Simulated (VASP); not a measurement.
A VASP calculation is set up with these files.

### INCAR
```
PREC = Accurate
IBRION = 2
LASPH = .TRUE.   ! aspherical one-centre terms
GGA = PS   ! PBEsol
ISIF = 3   ! ions, shape and volume
ISMEAR = 1
SIGMA = 0.1
LREAL = .FALSE.
LCHARG = .FALSE.
LMAXMIX = 4
EDIFFG = -0.02   ! ionic stop
SYSTEM = CdSe
ENCUT = 500
LWAVE = .FALSE.
NELM = 100   ! most electronic steps
ALGO = Normal
EDIFF = 1E-6   ! SCF stop (eV)
NSW = 40   ! most ionic steps
```

**POSCAR**
```
CdSe
1
   -0.0000000000     2.8196588274     2.8196588274
    2.8196588274     0.0000000000     2.8196588274
    2.8196588274     2.8196588274     0.0000000000
Cd Se
1 1
Direct
  0.0000000000   0.0000000000   0.0000000000
  0.5000000000   0.5000000000   0.5000000000
```

**KPOINTS**
```
Automatic mesh
0
Gamma
11 11 11
0 0 0
```

POTCAR, in this order: Cd Se (PBE.64 set). Program: vasp_std.

Q: Write an equivalent input for Quantum ESPRESSO's pw.x.

A: One equivalent input (not run):
```
&CONTROL
  calculation = 'vc-relax'
  pseudo_dir = './pseudo'
  outdir = './out'
  tprnfor = .true.
  tstress = .true.
  nstep = 40
  forc_conv_thr = 0.00078
/
&SYSTEM
  ibrav = 0
  nat = 2
  ntyp = 2
  ecutwfc = 102
  occupations = 'smearing'
  smearing = 'methfessel-paxton'
  degauss = 0.00735
  input_dft = 'pbesol'
/
&ELECTRONS
  conv_thr = 7.3e-08
  electron_maxstep = 100
/
&IONS
/
&CELL
/
ATOMIC_SPECIES
  Cd 112.414 Cd.upf
  Se 78.971 Se.upf
CELL_PARAMETERS angstrom
    -0.0000000    2.8196588    2.8196588
     2.8196588    0.0000000    2.8196588
     2.8196588    2.8196588    0.0000000
ATOMIC_POSITIONS crystal
  Cd   0.0000000  0.0000000  0.0000000
  Se   0.5000000  0.5000000  0.5000000
K_POINTS automatic
  11 11 11 0 0 0
```
What does not carry over: the potentials are each code's own (VASP's PAW set, PseudoDojo norm-conserving files in pw.x), so ENCUT and ecutwfc are chosen apart and not converted; conv_thr bounds pw.x's estimated SCF error, while EDIFF bounds the energy change between steps; forc_conv_thr acts on force components and is met together with etot_conv_thr.

The structure was generated: CdSe was put into the rock salt type (Fm-3m), which need not be its known phase. It was relaxed first.
